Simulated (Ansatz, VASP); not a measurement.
**Cross-check of Zn2H73C38S8N7O24F8 between VASP and Ansatz**

Aim: how closely do two programs agree when they are given the same cell, functional and k mesh? Of the first pair: The structure shown is the start of the Ansatz relaxation below; VASP solves that cell, so the two are compared at the walk's first step.

Method: plane waves, with VASP 6.6.1 beside it; single point at PBEsol, in Ansatz 0.2.0.

## Step 1: Starting point

The cell holds 160 atoms: 38 C, 24 O, 73 H, 7 N, 8 S, 8 F and 2 Zn. Its edges and angles: a = 12.512 Å, b = 12.512 Å, c = 12.512 Å, α = 90.0°, β = 90.0°, γ = 90.0°.

## Step 2: Ansatz: relaxation, PBEsol

Ansatz runs on its default PAW (the set named soft_2) files.

The two programs are compared at the cell with which this relaxation starts, whose forces are those of its first step.

File input.yaml:

```yaml
crystal:
  lattice:
    - [12.51225, 0.0, 0.0]
    - [0.0, 12.51225, 0.0]
    - [0.0, 0.0, 12.51225]
  atoms:
    - { symbol: C, position: [0.57523, 0.4282, 0.12642] }
    - { symbol: C, position: [0.48873, 0.48665, 0.06387] }
    - { symbol: C, position: [0.53133, 0.49979, 0.95224] }
    - { symbol: O, position: [0.63643, 0.45858, 0.95168] }
    - { symbol: C, position: [0.6701, 0.4752, 0.06557] }
    - { symbol: H, position: [0.57069, 0.34062, 0.11915] }
    - { symbol: H, position: [0.57835, 0.43866, 0.21301] }
    - { symbol: H, position: [0.48132, 0.56126, 0.10424] }
    - { symbol: H, position: [0.40791, 0.44908, 0.05301] }
    - { symbol: H, position: [0.53198, 0.58627, 0.93051] }
    - { symbol: H, position: [0.48208, 0.45844, 0.8927] }
    - { symbol: H, position: [0.67687, 0.55624, 0.08691] }
    - { symbol: H, position: [0.739, 0.42697, 0.07756] }
    - { symbol: C, position: [0.73406, 0.72142, 0.81875] }
    - { symbol: C, position: [0.84459, 0.71548, 0.86288] }
    - { symbol: C, position: [0.88478, 0.61947, 0.798] }
    - { symbol: O, position: [0.83996, 0.62612, 0.6955] }
    - { symbol: C, position: [0.74897, 0.7001, 0.70366] }
    - { symbol: H, position: [0.68873, 0.79503, 0.82768] }
    - { symbol: H, position: [0.68576, 0.66541, 0.86066] }
    - { symbol: H, position: [0.83816, 0.70068, 0.94583] }
    - { symbol: H, position: [0.87876, 0.79043, 0.84385] }
    - { symbol: H, position: [0.86346, 0.54038, 0.83063] }
    - { symbol: H, position: [0.97392, 0.6221, 0.78393] }
    - { symbol: H, position: [0.67728, 0.6581, 0.68344] }
    - { symbol: H, position: [0.77345, 0.77565, 0.66238] }
    - { symbol: C, position: [0.42087, 0.10161, 0.6111] }
    - { symbol: C, position: [0.3793, 0.16115, 0.51554] }
    - { symbol: C, position: [0.26428, 0.18491, 0.53513] }
    - { symbol: O, position: [0.25569, 0.19094, 0.64765] }
    - { symbol: C, position: [0.35728, 0.16162, 0.69464] }
    - { symbol: H, position: [0.50616, 0.10256, 0.61554] }
    - { symbol: H, position: [0.39094, 0.01969, 0.60584] }
    - { symbol: H, position: [0.38947, 0.12307, 0.43654] }
    - { symbol: H, position: [0.42815, 0.23611, 0.51337] }
    - { symbol: H, position: [0.20854, 0.1194, 0.5057] }
    - { symbol: H, position: [0.24819, 0.25767, 0.49475] }
    - { symbol: H, position: [0.33749, 0.10854, 0.76555] }
    - { symbol: H, position: [0.39475, 0.22997, 0.7191] }
    - { symbol: C, position: [0.38504, 0.71327, 0.38082] }
    - { symbol: C, position: [0.44292, 0.75955, 0.47102] }
    - { symbol: C, position: [0.45835, 0.87422, 0.43359] }
    - { symbol: O, position: [0.48711, 0.86321, 0.32527] }
    - { symbol: C, position: [0.44345, 0.76317, 0.29145] }
    - { symbol: H, position: [0.30067, 0.73715, 0.38482] }
    - { symbol: H, position: [0.38821, 0.62366, 0.37747] }
    - { symbol: H, position: [0.51941, 0.72121, 0.47506] }
    - { symbol: H, position: [0.40761, 0.74916, 0.55488] }
    - { symbol: H, position: [0.52113, 0.91096, 0.47616] }
    - { symbol: H, position: [0.38324, 0.92291, 0.43626] }
    - { symbol: H, position: [0.51873, 0.71631, 0.27198] }
    - { symbol: H, position: [0.39874, 0.77234, 0.21571] }
    - { symbol: C, position: [0.09092, 0.51739, 0.98206] }
    - { symbol: C, position: [0.09409, 0.45276, 0.07468] }
    - { symbol: C, position: [0.14279, 0.53581, 0.15242] }
    - { symbol: O, position: [0.20738, 0.60579, 0.08923] }
    - { symbol: C, position: [0.19102, 0.58705, 0.98225] }
    - { symbol: H, position: [0.0153, 0.56225, 0.98359] }
    - { symbol: H, position: [0.08318, 0.46626, 0.91228] }
    - { symbol: H, position: [0.15738, 0.39345, 0.05425] }
    - { symbol: H, position: [0.01986, 0.41794, 0.0958] }
    - { symbol: H, position: [0.1891, 0.49442, 0.21545] }
    - { symbol: H, position: [0.08784, 0.58349, 0.19144] }
    - { symbol: H, position: [0.25778, 0.5466, 0.94532] }
    - { symbol: H, position: [0.18129, 0.65678, 0.92884] }
    - { symbol: C, position: [0.75302, 0.14247, 0.76892] }
    - { symbol: C, position: [0.75991, 0.12102, 0.88508] }
    - { symbol: C, position: [0.86604, 0.05885, 0.89939] }
    - { symbol: O, position: [0.88969, 0.00885, 0.79922] }
    - { symbol: C, position: [0.80903, 0.0423, 0.72332] }
    - { symbol: H, position: [0.79407, 0.21752, 0.7522] }
    - { symbol: H, position: [0.67186, 0.14556, 0.74699] }
    - { symbol: H, position: [0.69708, 0.07139, 0.9027] }
    - { symbol: H, position: [0.75474, 0.19068, 0.93262] }
    - { symbol: H, position: [0.87367, 0.0038, 0.96884] }
    - { symbol: H, position: [0.91991, 0.12183, 0.90707] }
    - { symbol: H, position: [0.75221, 0.97986, 0.70911] }
    - { symbol: H, position: [0.83897, 0.05535, 0.64275] }
    - { symbol: C, position: [0.56461, 0.40833, 0.53786] }
    - { symbol: C, position: [0.58284, 0.41196, 0.65599] }
    - { symbol: C, position: [0.70266, 0.42708, 0.65521] }
    - { symbol: O, position: [0.73526, 0.48154, 0.56064] }
    - { symbol: C, position: [0.64207, 0.49168, 0.49487] }
    - { symbol: H, position: [0.48406, 0.4215, 0.50955] }
    - { symbol: H, position: [0.59292, 0.33177, 0.49963] }
    - { symbol: H, position: [0.55725, 0.34427, 0.70647] }
    - { symbol: H, position: [0.55012, 0.48201, 0.69868] }
    - { symbol: H, position: [0.7433, 0.35135, 0.64717] }
    - { symbol: H, position: [0.73501, 0.47184, 0.72126] }
    - { symbol: H, position: [0.67431, 0.47523, 0.41643] }
    - { symbol: H, position: [0.6136, 0.57343, 0.49518] }
    - { symbol: C, position: [0.4027, 0.7907, 0.94753] }
    - { symbol: C, position: [0.48535, 0.86534, 0.99867] }
    - { symbol: C, position: [0.43279, 0.97554, 0.00377] }
    - { symbol: O, position: [0.33065, 0.95602, 0.95083] }
    - { symbol: C, position: [0.35052, 0.8724, 0.88278] }
    - { symbol: H, position: [0.34541, 0.76172, 0.00691] }
    - { symbol: H, position: [0.43005, 0.71975, 0.90525] }
    - { symbol: H, position: [0.5492, 0.88244, 0.94085] }
    - { symbol: H, position: [0.52221, 0.84034, 0.07422] }
    - { symbol: H, position: [0.47873, 0.03322, 0.95489] }
    - { symbol: H, position: [0.41404, 0.9937, 0.08836] }
    - { symbol: H, position: [0.39402, 0.89319, 0.80918] }
    - { symbol: H, position: [0.27544, 0.84092, 0.85489] }
    - { symbol: "N", position: [0.66028, 0.03117, 0.28766] }
    - { symbol: S, position: [0.74751, 0.00638, 0.20652] }
    - { symbol: O, position: [0.70529, 0.96017, 0.1089] }
    - { symbol: O, position: [0.84997, 0.9611, 0.24633] }
    - { symbol: F, position: [0.7791, 0.1261, 0.16995] }
    - { symbol: S, position: [0.71382, 0.08177, 0.38785] }
    - { symbol: O, position: [0.81509, 0.03633, 0.42637] }
    - { symbol: O, position: [0.6441, 0.11916, 0.47219] }
    - { symbol: F, position: [0.75778, 0.1947, 0.34834] }
    - { symbol: "N", position: [0.93677, 0.32393, 0.29326] }
    - { symbol: S, position: [0.95914, 0.35545, 0.40778] }
    - { symbol: O, position: [0.89991, 0.44731, 0.44536] }
    - { symbol: O, position: [0.06138, 0.3464, 0.4522] }
    - { symbol: F, position: [0.8981, 0.26704, 0.47546] }
    - { symbol: S, position: [0.01229, 0.22495, 0.2642] }
    - { symbol: O, position: [0.99336, 0.12554, 0.3222] }
    - { symbol: O, position: [0.12455, 0.245, 0.23876] }
    - { symbol: F, position: [0.96035, 0.19954, 0.15012] }
    - { symbol: "N", position: [0.74884, 0.75942, 0.30299] }
    - { symbol: S, position: [0.8032, 0.76572, 0.41566] }
    - { symbol: O, position: [0.89414, 0.83897, 0.41381] }
    - { symbol: O, position: [0.81145, 0.66808, 0.47808] }
    - { symbol: F, position: [0.72561, 0.84053, 0.48247] }
    - { symbol: S, position: [0.82144, 0.68954, 0.23221] }
    - { symbol: O, position: [0.8281, 0.57387, 0.26039] }
    - { symbol: O, position: [0.91975, 0.7306, 0.18476] }
    - { symbol: F, position: [0.7616, 0.68897, 0.1233] }
    - { symbol: "N", position: [0.20494, 0.56164, 0.5614] }
    - { symbol: S, position: [0.21111, 0.58455, 0.68103] }
    - { symbol: O, position: [0.14115, 0.52289, 0.75155] }
    - { symbol: O, position: [0.24087, 0.69439, 0.70827] }
    - { symbol: F, position: [0.31697, 0.52077, 0.70415] }
    - { symbol: S, position: [0.11412, 0.62951, 0.51128] }
    - { symbol: O, position: [0.14186, 0.74158, 0.49046] }
    - { symbol: O, position: [0.00341, 0.61074, 0.54712] }
    - { symbol: F, position: [0.1111, 0.57666, 0.39586] }
    - { symbol: C, position: [0.04601, 0.28737, 0.742] }
    - { symbol: C, position: [0.9728, 0.36284, 0.69268] }
    - { symbol: "N", position: [0.92387, 0.43041, 0.6501] }
    - { symbol: H, position: [0.00959, 0.25717, 0.81491] }
    - { symbol: H, position: [0.0724, 0.2246, 0.68758] }
    - { symbol: H, position: [0.1146, 0.33626, 0.76821] }
    - { symbol: C, position: [0.11108, 0.9399, 0.68646] }
    - { symbol: C, position: [0.05938, 0.97156, 0.58621] }
    - { symbol: "N", position: [0.01306, 0.98319, 0.50511] }
    - { symbol: H, position: [0.18933, 0.90064, 0.66798] }
    - { symbol: H, position: [0.12037, 0.00725, 0.74426] }
    - { symbol: H, position: [0.06005, 0.89172, 0.73898] }
    - { symbol: C, position: [0.12139, 0.85249, 0.09206] }
    - { symbol: C, position: [0.08612, 0.87395, 0.2023] }
    - { symbol: "N", position: [0.05688, 0.90518, 0.28627] }
    - { symbol: H, position: [0.20267, 0.81779, 0.09776] }
    - { symbol: H, position: [0.06975, 0.7943, 0.05282] }
    - { symbol: H, position: [0.12385, 0.92395, 0.04293] }
    - { symbol: Zn, position: [0.9512, 0.97407, 0.36926] }
    - { symbol: Zn, position: [0.86413, 0.54391, 0.56262] }
kpoints:
  mp_grid: { grid: [1, 1, 1] }
hamiltonian:
  xc: pbesol
scf:
  occupations: { method: fermi_dirac, width: 0.025 }
output:
  forces: true
relax:
  f_tol: 0.03
  max_steps: 200
```

The run is started by

```console
ansatz run input.yaml --threads 4 --pin off --max-ram 8192MiB --backend cpu --events-out ev --progress --plain --runs-dir out
```

Numbers of over 12 decimals in the logs are rounded to 6 here.

Output:

```text
Engine: ansatz 0.2.0, x86_64-unknown-linux-gnu
Pseudopotentials: kind: paw
Pseudopotential: C, paw, valence charge 4, recommended cutoff 420 eV (normal), C.paw.azcp
Pseudopotential: O, paw, valence charge 6, recommended cutoff 420 eV (normal), O.paw.azcp
Pseudopotential: H, paw, valence charge 1, recommended cutoff 420 eV (normal), H.paw.azcp
Pseudopotential: N, paw, valence charge 5, recommended cutoff 420 eV (normal), N.paw.azcp
Pseudopotential: S, paw, valence charge 6, recommended cutoff 420 eV (normal), S.paw.azcp
Pseudopotential: F, paw, valence charge 7, recommended cutoff 420 eV (normal), F.paw.azcp
Pseudopotential: Zn, paw, valence charge 12, recommended cutoff 420 eV (normal), Zn.paw.azcp
Functional definition: PBEsol
  exchange = pbesol_x
  correlation = pbesol_c
Crystal: 160 atoms, lattice volume = 1958.873 Å³
Basis set: ecut = 420 eV, 38401 PW (Γ), exchange–correlation on 180×180×180 points (8 copies of the dense FFT grid, shifted against one another)
Bands: 426, of which v1, the nominal top of the filled ones, is band 266 counted from 1 (265 counted from 0)
Symmetry: 1 space group operations
Space group: P1 (ITA 1), of the structure as read, at distance tolerance 1.3e-4 Å
k-points: 1
Non-local potential: C, projectors of the file, l = 0: 2, l = 1: 2, l = 2: 1
Non-local potential: O, projectors of the file, l = 0: 2, l = 1: 2, l = 2: 1
Non-local potential: H, projectors of the file, l = 0: 2, l = 1: 1
Non-local potential: N, projectors of the file, l = 0: 2, l = 1: 2, l = 2: 1
Non-local potential: S, projectors of the file, l = 0: 2, l = 1: 2, l = 2: 2
Non-local potential: F, projectors of the file, l = 0: 2, l = 1: 2, l = 2: 1
Non-local potential: Zn, projectors of the file, l = 0: 2, l = 1: 2, l = 2: 3, l = 3: 1
PAW form: soft (Blöchl's): semilocal exchange-correlation on the pseudo side does not see the compensation charge
PAW frozen core: C, regenerated for the run's functional, and the local potential with it (the file was generated under x = pbe(κ = 0.804, μ = 0.219515), c = pbe(β = 0.066725))
PAW frozen core: O, regenerated for the run's functional, and the local potential with it (the file was generated under x = pbe(κ = 0.804, μ = 0.219515), c = pbe(β = 0.066725))
PAW frozen core: N, regenerated for the run's functional, and the local potential with it (the file was generated under x = pbe(κ = 0.804, μ = 0.219515), c = pbe(β = 0.066725))
PAW frozen core: S, regenerated for the run's functional, and the local potential with it (the file was generated under x = pbe(κ = 0.804, μ = 0.219515), c = pbe(β = 0.066725))
PAW frozen core: F, regenerated for the run's functional, and the local potential with it (the file was generated under x = pbe(κ = 0.804, μ = 0.219515), c = pbe(β = 0.066725))
PAW frozen core: Zn, regenerated for the run's functional, and the local potential with it (the file was generated under x = pbe(κ = 0.804, μ = 0.219515), c = pbe(β = 0.066725))
PAW one-centre angular grid: C, 110 points (default); XC on 64 Gauss nodes
PAW one-centre angular grid: O, 110 points (default); XC on 64 Gauss nodes
PAW one-centre angular grid: H, 110 points (default); XC on 64 Gauss nodes
PAW one-centre angular grid: N, 110 points (default); XC on 64 Gauss nodes
PAW one-centre angular grid: S, 110 points (default); XC on 64 Gauss nodes
PAW one-centre angular grid: F, 110 points (default); XC on 64 Gauss nodes
PAW one-centre angular grid: Zn, 590 points (default); XC on 64 Gauss nodes
Initial density: superposition of atomic densities (neutral atoms: chi_scale 0, normalization atom), corrected by the library's trained network
Initial wavefunctions: pseudopotential atomic-orbital guess
Functional: x = pbesol(κ = 0.804, μ = 0.123457), c = pbesol(β = 0.046)
SCF iter   1: F=—  HF=-46650.240691 eV  |F-HF|=—  |Δ(HF+E_count)|=         —  Δρ=9.18e-3  dr2=2.78e0  ethr=1.77e-3  ⟨swp⟩=6.0  Hψ=2078  notcnv=0  defer=54
preconditioner: auto → Resta (q_TF=auto, 2.196 Å⁻¹)  ε∞=2.5  [insulator: Δε(μ)=4.402 eV  Ē_g=15.505 eV  σ=0.025 eV  W_gap=1.00  n_scr=364 (ndim 8)  ℏωp=19.1 eV  f_vac=0.320  D(μ)=0.00/eV (n_scr^D=0)  ε∞_Penn≈2.5]
SCF iter   2: F=—  HF=-46649.466512 eV  |F-HF|=—  |Δ(HF+E_count)|=   7.74e-1  Δρ=4.02e-3  dr2=6.37e-1  ethr=5.23e-4  ⟨swp⟩=2.0  Hψ=674  notcnv=0  defer=151
SCF iter   3: F=—  HF=-46649.333774 eV  |F-HF|=—  |Δ(HF+E_count)|=   1.33e-1  Δρ=2.48e-3  dr2=2.65e-1  ethr=1.20e-4  ⟨swp⟩=3.0  Hψ=515  notcnv=0  defer=151
SCF iter   4: F=—  HF=-46649.271328 eV  |F-HF|=—  |Δ(HF+E_count)|=   6.24e-2  Δρ=1.42e-3  dr2=6.48e-2  ethr=4.97e-5  ⟨swp⟩=3.0  Hψ=726  notcnv=0  defer=155
SCF iter   5: F=—  HF=-46649.261262 eV  |F-HF|=—  |Δ(HF+E_count)|=   1.01e-2  Δρ=7.62e-4  dr2=1.30e-2  ethr=1.22e-5  ⟨swp⟩=2.0  Hψ=506  notcnv=0  defer=155
[...]
- { symbol: C, position: [0.078260, 0.454650, 0.097935] }
    - { symbol: C, position: [0.139733, 0.515713, 0.183743] }
    - { symbol: O, position: [0.224455, 0.572541, 0.129923] }
    - { symbol: C, position: [0.220605, 0.547674, 1.018577] }
    - { symbol: H, position: [0.055372, 0.589360, 0.990724] }
    - { symbol: H, position: [0.096315, 0.471187, 0.922506] }
    - { symbol: H, position: [0.108403, 0.372093, 0.091800] }
    - { symbol: H, position: [-0.00773392, 0.451272, 0.115571] }
    - { symbol: H, position: [0.174735, 0.462547, 0.244680] }
    - { symbol: H, position: [0.088547, 0.574996, 0.224384] }
    - { symbol: H, position: [0.274967, 0.480135, 0.999923] }
    - { symbol: H, position: [0.248042, 0.618058, 0.973414] }
    - { symbol: C, position: [0.726848, 0.108322, 0.775503] }
    - { symbol: C, position: [0.743564, 0.051566, 0.882070] }
    - { symbol: C, position: [0.857769, 0.082599, 0.908392] }
    - { symbol: O, position: [0.912434, 0.089721, 0.807346] }
    - { symbol: C, position: [0.834881, 0.093646, 0.722265] }
    - { symbol: H, position: [0.710386, 0.194002, 0.789193] }
    - { symbol: H, position: [0.661363, 0.075421, 0.727004] }
    - { symbol: H, position: [0.736992, -0.035822, 0.872072] }
    - { symbol: H, position: [0.686728, 0.075430, 0.944654] }
    - { symbol: H, position: [0.900010, 0.024033, 0.958778] }
    - { symbol: H, position: [0.861024, 0.161208, 0.948996] }
    - { symbol: H, position: [0.838070, 1.017948, 0.676608] }
    - { symbol: H, position: [0.856659, 0.158881, 0.666999] }
    - { symbol: C, position: [0.597603, 0.382128, 0.549174] }
    - { symbol: C, position: [0.600484, 0.409739, 0.667932] }
    - { symbol: C, position: [0.718997, 0.422429, 0.687168] }
    - { symbol: O, position: [0.758921, 0.471045, 0.590232] }
    - { symbol: C, position: [0.683286, 0.454539, 0.503205] }
    - { symbol: H, position: [0.519355, 0.397047, 0.512074] }
    - { symbol: H, position: [0.618275, 0.297457, 0.536455] }
    - { symbol: H, position: [0.564928, 0.348228, 0.719662] }
    - { symbol: H, position: [0.558262, 0.485373, 0.684132] }
    - { symbol: H, position: [0.759019, 0.344282, 0.698008] }
    - { symbol: H, position: [0.738571, 0.474633, 0.755126] }
    - { symbol: H, position: [0.726818, 0.420643, 0.434750] }
    - { symbol: H, position: [0.651432, 0.533336, 0.480215] }
    - { symbol: C, position: [0.442302, 0.888690, 0.915317] }
    - { symbol: C, position: [0.447205, 0.998613, 0.967980] }
    - { symbol: C, position: [0.332295, 1.014437, 0.00496747] }
    - { symbol: O, position: [0.266222, 0.950718, 0.934874] }
    - { symbol: C, position: [0.333225, 0.892492, 0.862667] }
[...]
- { symbol: N, position: [0.658831, 0.00913485, 0.313856] }
    - { symbol: S, position: [0.727499, -0.00149568, 0.208891] }
    - { symbol: O, position: [0.669511, 0.940795, 0.129569] }
    - { symbol: O, position: [0.839572, 0.971690, 0.224848] }
    - { symbol: F, position: [0.732922, 0.118467, 0.165736] }
    - { symbol: S, position: [0.707054, 0.053600, 0.421035] }
    - { symbol: O, position: [0.816079, 0.020784, 0.444745] }
    - { symbol: O, position: [0.630660, 0.044620, 0.505305] }
    - { symbol: F, position: [0.718198, 0.178449, 0.398548] }
    - { symbol: N, position: [0.982897, 0.324576, 0.316041] }
    - { symbol: S, position: [0.992842, 0.351926, 0.437328] }
    - { symbol: O, position: [0.957679, 0.462087, 0.449792] }
    - { symbol: O, position: [0.087601, 0.317239, 0.491561] }
    - { symbol: F, position: [0.898625, 0.285504, 0.493238] }
    - { symbol: S, position: [0.027776, 0.214034, 0.273544] }
    - { symbol: O, position: [0.988856, 0.124483, 0.336374] }
    - { symbol: O, position: [0.137458, 0.214321, 0.241905] }
    - { symbol: F, position: [0.961402, 0.209305, 0.166515] }
    - { symbol: N, position: [0.742254, 0.712363, 0.293969] }
    - { symbol: S, position: [0.805743, 0.732207, 0.397733] }
    - { symbol: O, position: [0.897636, 0.802223, 0.390964] }
    - { symbol: O, position: [0.821644, 0.639045, 0.464926] }
    - { symbol: F, position: [0.718223, 0.798689, 0.459462] }
    - { symbol: S, position: [0.789847, 0.644903, 0.196346] }
    - { symbol: O, position: [0.777329, 0.531859, 0.209814] }
    - { symbol: O, position: [0.888378, 0.686379, 0.154316] }
    - { symbol: F, position: [0.700825, 0.678764, 0.112905] }
    - { symbol: N, position: [0.206104, 0.556486, 0.600471] }
    - { symbol: S, position: [0.249478, 0.572470, 0.717902] }
    - { symbol: O, position: [0.268151, 0.469730, 0.765377] }
    - { symbol: O, position: [0.196293, 0.654886, 0.778601] }
    - { symbol: F, position: [0.367168, 0.619769, 0.698669] }
    - { symbol: S, position: [0.147818, 0.652718, 0.544291] }
    - { symbol: O, position: [0.200243, 0.754575, 0.546194] }
    - { symbol: O, position: [0.032902, 0.655743, 0.565514] }
    - { symbol: F, position: [0.155189, 0.610879, 0.426036] }
    - { symbol: C, position: [0.075241, 0.283370, 0.764981] }
    - { symbol: C, position: [1.020993, 0.373837, 0.721667] }
    - { symbol: N, position: [0.975510, 0.446500, 0.686671] }
[...]
- { symbol: H, position: [0.129344, 0.248314, 0.703940] }
    - { symbol: H, position: [0.123782, 0.308550, 0.833955] }
    - { symbol: C, position: [0.098346, 0.948518, 0.690942] }
    - { symbol: C, position: [0.057526, 0.952575, 0.584246] }
    - { symbol: N, position: [0.024558, 0.958622, 0.498173] }
    - { symbol: H, position: [0.127068, 0.867289, 0.708892] }
    - { symbol: H, position: [0.164982, 0.00680944, 0.697160] }
    - { symbol: H, position: [0.035350, 0.973830, 0.747594] }
    - { symbol: C, position: [0.128899, 0.801888, 0.088006] }
    - { symbol: C, position: [0.089466, 0.858708, 0.178608] }
    - { symbol: N, position: [0.052967, 0.904364, 0.250269] }
    - { symbol: H, position: [0.174660, 0.730729, 0.114857] }
    - { symbol: H, position: [0.059615, 0.774893, 0.040731] }
    - { symbol: H, position: [0.180357, 0.854416, 0.038269] }
    - { symbol: Zn, position: [0.952126, 0.961972, 0.356410] }
    - { symbol: Zn, position: [0.904994, 0.550273, 0.584137] }
```

In the SCF lines HF is the Harris–Foulkes energy and dr2 the Hartree energy of the density residual, in eV; the loop may stop once dr2 is under the threshold and the program's other checks hold. Hψ counts applications of the Hamiltonian.

[end of part 1 of 3]

[Lines on the potential files, build, host, timing and source positions are cut from VASP's logs without a mark.]

[Logs are printed without paths, hosts, clocks, repeated set-up lines and the standing remarks that a program may print on its own settings, such as how far it seeks lower states.]

[Hosts, paths, dates, database ids (printed as entryN), source tags and the programs' standing remarks are cut or masked in the printed files.]
